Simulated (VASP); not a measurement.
Input:

```
Sr
1.0
    0.00000     3.03172     3.03172
    3.03172     0.00000     3.03172
    3.03172     3.03172     0.00000
Sr
1
Direct
  0.00000   0.00000   0.00000
```

The numbers are results of r2SCAN+rVV10, VASP's PBE PAW potentials (set 64) (plane waves; VASP 6.6.1), not measurements. Settings: 520 eV cut-off, 12×12×12 Γ-centred mesh, tetrahedra with Blöchl corrections, potentials Sr_sv.

Problem. What does the run give for the energy per atom (σ→0), band gap (over mesh and band path) with the smallest direct gap where there is one?

Solution. 
```json
{
 "band gap (over mesh and band path)": "none (metal, semimetal or under 0.01 eV)",
 "energy per atom (σ→0)": "-14.833 eV/atom"
}
```

The compound is Sr in the fcc structure. It was relaxed first.
